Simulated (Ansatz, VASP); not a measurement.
# SnTe2 in two plane-wave programs

One calculation is typed for both programs; each brings its own data sets. How far apart do they land? The cell is generated by rule, not measured, and may not be a known phase. The cell is taken from a series of runs on this material, whose earlier steps may have relaxed, scaled, displaced or heated it; both programs get it as it stands.

Program: Ansatz 0.2.0. Level of theory: plane waves, with VASP 6.6.1 beside it; relaxation of cell and atoms at PBE. Results are calculated unless marked as measured.

The structure was built from a prototype and need not be the compound's stable phase.

**1. The structure**

Symmetry: P4_2/mnm, No. 136, tetragonal system. Conventional cell: a = 7.062 Å, b = 7.062 Å, c = 4.423 Å, α = 90.00°, β = 90.00°, γ = 90.00°. Sn has 6 Te at 2.97 to 3.02 Å nearest. Te has 3 Sn at 2.97 to 3.02 Å nearest. Farther neighbours and most contacts between anions are not listed.

Structure file:

```cif
data_structure
_symmetry_space_group_name_H-M 'P 1'
_symmetry_Int_Tables_number 1
_cell_length_a 7.0615
_cell_length_b 7.0615
_cell_length_c 4.4227
_cell_angle_alpha 90.000
_cell_angle_beta 90.000
_cell_angle_gamma 90.000
_cell_volume 220.54
loop_
_atom_site_label
_atom_site_type_symbol
_atom_site_fract_x
_atom_site_fract_y
_atom_site_fract_z
_atom_site_occupancy
Sn1 Sn 0.00000 0.00000 0.00000 1
Sn2 Sn 0.50000 0.50000 0.50000 1
Te3 Te 0.30200 0.30200 0.00000 1
Te4 Te 0.69800 0.69800 0.00000 1
Te5 Te 0.80200 0.19800 0.50000 1
Te6 Te 0.19800 0.80200 0.50000 1
```

**2. Ansatz: relaxation of cell and atoms, PBE**

Ansatz runs on its default PAW (the set named soft_2) files.

The relaxed volume is the usual yardstick between codes: in a stiff, nearly cubic crystal its relative difference is about their pressure difference at one cell divided by the bulk modulus.

input.yaml reads:

```yaml
crystal:
  lattice:
    - [7.0615379015, 0.0, 0.0]
    - [0.0, 7.0615379015, 0.0]
    - [0.0, 0.0, 4.4226511855]
  atoms:
    - { symbol: Sn, position: [0.0, 0.0, 0.0] }
    - { symbol: Sn, position: [0.5, 0.5, 0.5] }
    - { symbol: Te, position: [0.3019975446, 0.3019975446, 0.0] }
    - { symbol: Te, position: [0.6980024554, 0.6980024554, 0.0] }
    - { symbol: Te, position: [0.8019975446, 0.1980024554, 0.5] }
    - { symbol: Te, position: [0.1980024554, 0.8019975446, 0.5] }
kpoints:
  mp_grid: { grid: [6, 6, 8] }
hamiltonian:
  xc: pbe
scf:
  occupations: { method: gaussian, width: 0.1 }
output:
  forces: true
  stress: true
  eigenvalues: true
  write_density: true
  write_potential: true
  elf: true
  volumetric_format: npy
relax:
  adjacent_minimum: "off"
  f_tol: 0.005
  max_steps: 80
  cell: { stress_tol: 0.05 }
```

Command:

```
$ ansatz run input.yaml --threads 4 --pin off --max-ram 14336MiB --backend cpu --events-out ev --progress --plain --runs-dir out
```

Numbers of over 12 decimals in the logs are rounded to 6 here.

Output:

```text
Engine: ansatz 0.2.0, aarch64-unknown-linux-gnu
Pseudopotentials: kind: paw
Pseudopotential: Sn, paw, valence charge 14, recommended cutoff 420 eV (normal), Sn.paw.azcp
Pseudopotential: Te, paw, valence charge 16, recommended cutoff 420 eV (normal), Te.paw.azcp
Functional definition: PBE
  parameter kappa = 0.804
  parameter beta = 0.066725
  exchange = pbe_x(kappa = kappa, mu = beta*pi^2/3)
  correlation = pbe_c(beta = beta)
Crystal: 6 atoms, lattice volume = 220.537 Å³
Basis set: ecut = 420 eV, 4307 PW (Γ), exchange–correlation on 96×96×60 points (8 copies of the dense FFT grid, shifted against one another)
Bands: 56, of which v1, the nominal top of the filled ones, is band 46 counted from 1 (45 counted from 0)
Symmetry: 16 space group operations
Space group: P42/mnm (ITA 136), of the structure as read, at distance tolerance 6.0e-5 Å
k-points: 50 of 288
Non-local potential: Sn, projectors of the file, l = 0: 2, l = 1: 2, l = 2: 2, l = 3: 2
Non-local potential: Te, projectors of the file, l = 0: 2, l = 1: 2, l = 2: 2, l = 3: 2
PAW form: soft (Blöchl's): semilocal exchange-correlation on the pseudo side does not see the compensation charge
PAW one-centre angular grid: Sn, 590 points (default); XC on 64 Gauss nodes
PAW one-centre angular grid: Te, 590 points (default); XC on 64 Gauss nodes
Initial density: superposition of atomic densities (neutral atoms: chi_scale 0, normalization atom), corrected by the library's trained network
Initial wavefunctions: pseudopotential atomic-orbital guess
Functional: x = pbe(κ = 0.804, μ = 0.219515), c = pbe(β = 0.066725)
SCF iter   1: F=—  HF=-39967.743173 eV  |F-HF|=—  |Δ(HF+E_count)|=         —  Δρ=1.76e-3  dr2=6.45e-3  ethr=1.77e-3  ⟨swp⟩=7.6  Hψ=11541  notcnv=0  defer=49
preconditioner: auto → LDOS  [metal: Δε(μ)=0.017 eV  Ē_g=8.253 eV  σ=0.100 eV  W_gap=0.10  n_scr=46 (ndim 8)  ℏωp=14.1 eV  f_vac=0.079  D(μ)=5.07/eV (n_scr^D=38)  β→1.0]
SCF iter   2: F=—  HF=-39967.741634 eV  |F-HF|=—  |Δ(HF+E_count)|=   1.54e-3  Δρ=6.89e-4  dr2=8.17e-4  ethr=7.01e-6  ⟨swp⟩=2.1  Hψ=5568  notcnv=0  defer=74
SCF iter   3: F=—  HF=-39967.741277 eV  |F-HF|=—  |Δ(HF+E_count)|=   3.56e-4  Δρ=2.81e-4  dr2=1.32e-4  ethr=8.89e-7  ⟨swp⟩=2.0  Hψ=4947  notcnv=0  defer=74
SCF iter   4: F=—  HF=-39967.741221 eV  |F-HF|=—  |Δ(HF+E_count)|=   5.70e-5  Δρ=6.06e-5  dr2=6.14e-6  ethr=1.43e-7  ⟨swp⟩=2.0  Hψ=4946  notcnv=0  defer=74
SCF iter   5: F=—  HF=-39967.741300 eV  |F-HF|=—  |Δ(HF+E_count)|=   7.91e-5  Δρ=2.02e-5  dr2=7.99e-7  ethr=6.67e-9  ⟨swp⟩=2.0  Hψ=4960  notcnv=0  defer=74
SCF iter   6: F=-39967.741300 eV  HF=-39967.741300 eV  |F-HF|=4.91e-9  |Δ(HF+E_count)|=   1.41e-8  Δρ=4.88e-6  dr2=3.78e-8  ethr=1.09e-10  ⟨swp⟩=14.9  Hψ=23504  notcnv=0
SCF 1 converged in 6 iterations: F = -39967.741300 eV  dr2 = 3.78e-8
  greatest PAW one-centre occupation: 0.998 electrons in one spin orbital (limit 2), on the Te atom at site 3 (counted from 0), in its partial waves of l = 2
relax step   1: F+E_penalty+E_count = -39967.74129963 eV  Δ(F+E_penalty+E_count) = +0.000e0 eV  max|allowed force component| = 5.162e-4 eV/Å  Δτ_max = 0.0000 Å  P = -0.006 GPa  Ω = 220.537 Å³  (6 SCF iters, dr2 threshold 1.00e-7 eV, accepted)
Initial density: handed on by an earlier stage of this run
Initial wavefunctions: pseudopotential atomic-orbital guess (no wavefunctions were taken with the density)
iter 1 solved again at ethr=3.30e-7 eV; its pass at ethr=3.10e-3 eV (dr2=3.04e-4 eV) is discarded
SCF iter   1: F=—  HF=-39967.741219 eV  |F-HF|=—  |Δ(HF+E_count)|=         —  Δρ=4.99e-6  dr2=4.58e-8  ethr=3.30e-7  ⟨swp⟩=3.0  Hψ=18828  notcnv=0
eigensolver tolerance schedule: the retry pair's looser diagonalisation over-reported the residual by 6633.87 of it (diagonalisation noise at 2.41 of the residual, at the tolerance the schedule requests for it); recorded, not acted on — ethr = c·dr2/N_el stays at c = 1.0e-1
preconditioner: auto → LDOS  [metal: Δε(μ)=0.015 eV  Ē_g=8.246 eV  σ=0.100 eV  W_gap=0.08  n_scr=46 (ndim 8)  ℏωp=14.1 eV  f_vac=0.081  D(μ)=5.18/eV (n_scr^D=38)  β→1.0]
SCF iter   2: F=—  HF=-39967.741300 eV  |F-HF|=—  |Δ(HF+E_count)|=   8.05e-5  Δρ=3.21e-6  dr2=2.47e-8  ethr=4.98e-11  ⟨swp⟩=4.2  Hψ=7595  notcnv=0
SCF iter   3: F=—  HF=-39967.741300 eV  |F-HF|=—  |Δ(HF+E_count)|=   1.13e-8  Δρ=7.73e-7  dr2=9.61e-10  ethr=2.69e-11  ⟨swp⟩=2.8  Hψ=5585  notcnv=0
SCF iter   4: F=—  HF=-39967.741300 eV  |F-HF|=—  |Δ(HF+E_count)|=   1.35e-9  Δρ=3.05e-7  dr2=2.42e-10  ethr=1.04e-12  ⟨swp⟩=2.0  Hψ=5126  notcnv=0
SCF iter   5: F=-39967.741300 eV  HF=-39967.741300 eV  |F-HF|=7.28e-12  |Δ(HF+E_count)|=  5.82e-11  Δρ=6.18e-8  dr2=4.74e-12  ethr=1.00e-12  ⟨swp⟩=7.0  Hψ=15370  notcnv=0
SCF 2 converged in 5 iterations: F = -39967.741300 eV  dr2 = 4.74e-12
  greatest PAW one-centre occupation: 0.998 electrons in one spin orbital (limit 2), on the Te atom at site 5 (counted from 0), in its partial waves of l = 2
relax step   2: F+E_penalty+E_count = -39967.74129964 eV  Δ(F+E_penalty+E_count) = -1.776e-8 eV  max|allowed force component| = 5.098e-4 eV/Å  Δτ_max = 0.0000 Å  P = -0.006 GPa  Ω = 220.537 Å³  stress off target by 7.95e-3 GPa  SCF on the basis re-selected at this cell (its energy is not comparable with the rows above)  (5 SCF iters)
basis re-selected at this cell: Δ(F+E_penalty+E_count) = -1.776e-8 eV, ΔP = -0.000 GPa vs the last step (what re-selecting the basis moved, of the pressure what is left beyond the Pulay correction that the steps carried, after the strain that the cell walked since its last selection, with what the two solves' SCF thresholds leave and, on support functions, any second-order correction that the steps lacked; it is no m [...]
SCF converged after 5 iterations
Free energy (F): -39967.741300 eV
Harris-Foulkes:  -39967.741300 eV  (|F-HF|=7.28e-12)
Internal energy: -39967.715395 eV  (E = F + TS)
E sigma→0 (E₀):  -39967.728347 eV
Entropy (-TS):   -0.025905 eV (-4.317 meV/atom)
Fermi energy:    6.786733 eV
--- Per-component energies (eV) ---
  E_band       = -1409.789646
  E_kinetic    = 1091.409397
  E_local      = -8125.420704  (includes V_loc(G=0)·N_el)
  E_nonlocal   = -1304.474429
  E_hartree    = 4883.921192
  E_xc         = -1258.005144
  E_vxc        = -603.079585  (∫ρ·V_xc dr)
  E_paw        = -26925.573280  (= ΣΔE_a)
  E_vpaw       = -2236.065995  (= ΣTr[D̂ρ^β])
  E_aug_tail   = -0.000779  (compensation charges beyond the density's cutoff)
  E_ewald      = -8329.571648
  E_smearing   = -0.025905  (= −TS)
  E_closure    = 0.000000  (closes the sum)
  Σ components = -39967.741300   (vs F -39967.741300, Δ=0.00e0)
--- Forces (eV/Å), atoms counted from 1 ---
  atom   1  Sn     0.00000000    -0.00000000     0.00000000
  atom   2  Sn     0.00000000     0.00000000     0.00000000
  atom   3  Te    -0.00050975    -0.00050975     0.00000000
  atom   4  Te     0.00050975     0.00050975     0.00000000
  atom   5  Te    -0.00050975     0.00050975     0.00000000
  atom   6  Te     0.00050975    -0.00050975     0.00000000
  max |Σ_I F_I| component: 3.04e-18 eV/Å
--- Stress (GPa, compression-positive) ---
       -0.007951       0.000000       0.000000
        0.000000      -0.007951       0.000000
        0.000000       0.000000      -0.003381
  P = ⅓ Tr σ = -0.0064 GPa (-0.064 kbar)
--- Band table (eV; the first three rows and the last of 50) ---
  k-point 0: bands = [... 42 lower, 6.1107, 6.1107, 6.7579, 6.7579, 7.3801, 7.4536, 8.6713, 8.6713, ... 6 higher]
  k-point 1: bands = [... 42 lower, 5.4084, 6.5436, 6.7738, 6.7738, 7.2405, 7.9472, 9.3044, 9.3044, ... 6 higher]
  k-point 2: bands = [... 42 lower, 4.6197, 6.4977, 6.4977, 6.8246, 6.8405, 8.3336, 9.9871, 10.1859, ... 6 higher]
  k-point 49: bands = [... 42 lower, 6.1571, 6.1571, 6.3417, 6.3417, 6.7187, 6.7187, 10.3563, 10.3563, ... 6 higher]
--- Relaxed structure (1 steps of the walk, 1 accepted, 1 SCFs on fresh bases) ---
  F+E_penalty+E_count = -39967.74129964 eV   max|allowed force component| = 5.098e-4 eV/Å   (the final SCF, on the basis selected at the relaxed cell)
  cell:  # Å, volume = 220.5369 Å³
    - [7.0615379015, 0.0, 0.0]
    - [0.0, 7.0615379015, 0.0]
    - [0.0, 0.0, 4.4226511855]
  atoms:
    - { symbol: Sn, position: [0.0, 0.0, 0.0] }
    - { symbol: Sn, position: [0.5, 0.5, 0.5] }
    - { symbol: Te, position: [0.3019975446, 0.3019975446, 0.0] }
    - { symbol: Te, position: [0.6980024554, 0.6980024554, 0.0] }
    - { symbol: Te, position: [0.8019975446, 0.1980024554, 0.5] }
    - { symbol: Te, position: [0.1980024554, 0.8019975446, 0.5] }
```

In the SCF lines HF is the Harris–Foulkes energy and dr2 the Hartree energy of the density residual, in eV; the loop may stop once dr2 is under the threshold and the program's other checks hold. Hψ counts applications of the Hamiltonian.

**3. VASP: relaxation of cell and atoms, PBE**

The same cell, functional, mesh and smearing now go to VASP, with its own data sets.

Lines of VASP's logs that name or quote its potential files are left out, and so is its time.

INCAR reads:

```
SYSTEM = SnTe2
PREC = Accurate
ENCUT = 500
EDIFF = 1E-07
NELM = 120
ISMEAR = 0
SIGMA = 0.1
LREAL = .FALSE.
ALGO = Normal
GGA = PE
NBANDS = 32
LORBIT = 11
LWAVE = .FALSE.
LCHARG = .FALSE.
ISIF = 3
IBRION = 2
NSW = 80
EDIFFG = -0.005
LASPH = .TRUE.
GGA_COMPAT = .FALSE.
NELMIN = 4
KPAR = 2
```

POSCAR reads:

```
SnTe2
1.0
    7.0615380000      0.0000000000      0.0000000000
    0.0000000000      7.0615380000      0.0000000000
    0.0000000000      0.0000000000      4.4226510000
Sn Te
2 4
Direct
    0.0000000000      0.0000000000      0.0000000000
    0.5000000000      0.5000000000      0.5000001131
    0.3019975252      0.3019975252      0.0000000000
    0.6980024748      0.6980024748      0.0000000000
    0.8019975252      0.1980024748      0.5000001131
    0.1980024748      0.8019975252      0.5000001131
```

KPOINTS reads:

```
Automatic mesh
0
Gamma
6 6 8
0 0 0
```

The projector-augmented-wave data sets are Sn_d and Te (PBE family, release 64).

Command:

```
$ mpirun -np 2 vasp_std
```

Output:

```text
[banner, memory and clock lines left out]
running    2 mpi-ranks, on    1 nodes
 distrk:  each k-point on    1 cores,    2 groups
 distr:  one band on    1 cores,    1 groups

 POSCAR found type information on POSCAR SnTe
 POSCAR found :  2 types and       6 ions
 LDA part: xc-table for (Slater+PW92), standard interpolation
 POSCAR, INCAR and KPOINTS ok, starting setup
 FFT: planning ... GRIDC
 FFT: planning ... GRID_SOFT
 FFT: planning ... GRID
 WAVECAR not read
 entering main loop
       N       E                     dE             d eps       ncg     rms          rms(c)
DAV:   1     0.425891787182E+03    0.42589E+03   -0.21942E+04  3208   0.160E+03
DAV:   2     0.363127359099E+02   -0.38958E+03   -0.38093E+03  3312   0.398E+02
DAV:   3    -0.173307250740E+02   -0.53643E+02   -0.52514E+02  3920   0.146E+02
DAV:   4    -0.198936689147E+02   -0.25629E+01   -0.25469E+01  3736   0.342E+01
DAV:   5    -0.199982836556E+02   -0.10461E+00   -0.10456E+00  4888   0.703E+00    0.770E+00
DAV:   6    -0.197575245859E+02    0.24076E+00   -0.55668E-01  3888   0.579E+00    0.544E+00
DAV:   7    -0.197551991023E+02    0.23255E-02   -0.18290E-01  4080   0.205E+00    0.995E-01
DAV:   8    -0.197514019479E+02    0.37972E-02   -0.26698E-02  3744   0.119E+00    0.404E-01
DAV:   9    -0.197520505849E+02   -0.64864E-03   -0.26443E-03  4104   0.328E-01    0.811E-02
DAV:  10    -0.197520427864E+02    0.77985E-05   -0.25364E-04  3960   0.113E-01    0.325E-02
DAV:  11    -0.197520830612E+02   -0.40275E-04   -0.69849E-05  4296   0.415E-02    0.116E-02
DAV:  12    -0.197520830598E+02    0.13870E-08   -0.83158E-06  3992   0.217E-02    0.346E-03
DAV:  13    -0.197520824830E+02    0.57681E-06   -0.11451E-06  3392   0.588E-03    0.338E-03
DAV:  14    -0.197520826843E+02   -0.20135E-06   -0.10027E-07  2528   0.170E-03    0.425E-04
DAV:  15    -0.197520827984E+02   -0.11406E-06   -0.22272E-08  2312   0.114E-03    0.534E-04
DAV:  16    -0.197520827721E+02    0.26274E-07   -0.48562E-09  2104   0.572E-04
   1 F= -.19752083E+02 E0= -.19739144E+02  d E =-.197521E+02
 curvature:   0.00 expect dE= 0.000E+00 dE for cont linesearch  0.000E+00
 trial: gam= 0.00000 g(F)=  0.214E-05 g(S)=  0.217E-04 ort = 0.000E+00 (trialstep = 0.100E+01)
 search vector abs. value=  0.238E-04
 bond charge predicted
       N       E                     dE             d eps       ncg     rms          rms(c)
DAV:   1    -0.197522576168E+02   -0.17482E-03   -0.40252E-03  4168   0.670E-01    0.712E-02
DAV:   2    -0.197521313684E+02    0.12625E-03   -0.26016E-04  4096   0.191E-01    0.328E-02
DAV:   3    -0.197520964027E+02    0.34966E-04   -0.84751E-05  4224   0.956E-02    0.846E-03
DAV:   4    -0.197520964433E+02   -0.40577E-07   -0.58549E-06  4256   0.150E-02    0.640E-03
DAV:   5    -0.197520969792E+02   -0.53590E-06   -0.33764E-07  3176   0.410E-03    0.257E-03
DAV:   6    -0.197520974308E+02   -0.45164E-06   -0.15815E-07  2080   0.457E-03    0.570E-04
DAV:   7    -0.197520974065E+02    0.24263E-07   -0.26602E-08  1968   0.146E-03
   2 F= -.19752097E+02 E0= -.19739168E+02  d E =-.146344E-04
 trial-energy change:   -0.000015  1 .order   -0.000013   -0.000024   -0.000002
 step:   1.0784(harm=  1.1139)  dis= 0.00012  next Energy=   -19.752098 (dE=-0.147E-04)
 reached required accuracy - stopping structural energy minimisation
```

[end of part 1 of 2]

[Lines on the potential files, build, host, timing and source positions are cut from VASP's logs without a mark.]

[Logs are printed without paths, hosts, clocks, repeated set-up lines and the standing remarks that a program may print on its own settings, such as how far it seeks lower states.]

[Hosts, paths, dates, database ids (printed as entryN), source tags and the programs' standing remarks are cut or masked in the printed files.]
